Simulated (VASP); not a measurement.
Consider the following.

```
AlTi
1.0
    3.16987     0.00000     0.00000
    0.00000     3.16987     0.00000
    0.00000     0.00000     3.16987
Ti Al
1 1
Direct
  0.00000   0.00000   0.00000
  0.50000   0.50000   0.50000
```

These are r2SCAN meta-GGA with spin-orbit coupling, VASP's PBE PAW potentials (set 64) (plane waves; VASP) values and carry that method's errors. Run with 400 eV cut-off, 10×10×10 Γ-centred mesh, Gaussian smearing of 0.050 eV, potentials Ti_sv Al.

Problem. Give the energies of bands 9 to 21 at the high-symmetry points, in eV from the Fermi level.

Solution. 
| band | Γ | X | M | R |
|---|---|---|---|---|
| 9 | -9.90 | -6.47 | -5.26 | -3.30 |
| 10 | -9.90 | -6.47 | -5.26 | -3.30 |
| 11 | -1.65 | -5.62 | -2.44 | -3.30 |
| 12 | -1.65 | -5.62 | -2.44 | -3.30 |
| 13 | -1.65 | -0.67 | -2.41 | -3.30 |
| 14 | -1.65 | -0.67 | -2.41 | -3.30 |
| 15 | 2.06 | 0.28 | -1.64 | 0.96 |
| 16 | 2.06 | 0.28 | -1.64 | 0.96 |
| 17 | 2.06 | 0.30 | 0.88 | 2.82 |
| 18 | 2.06 | 0.30 | 0.88 | 2.82 |
| 19 | 2.10 | 2.29 | 0.90 | 2.92 |
| 20 | 2.10 | 2.29 | 0.90 | 2.92 |
| 21 | 4.61 | 3.14 | 2.85 | 2.92 |

It has no gap at this level: it comes out as a metal or semimetal.

The structure comes from a computed database's TiAl entry (Pm-3m); how it stands against other phases isn't given here. It was relaxed first.
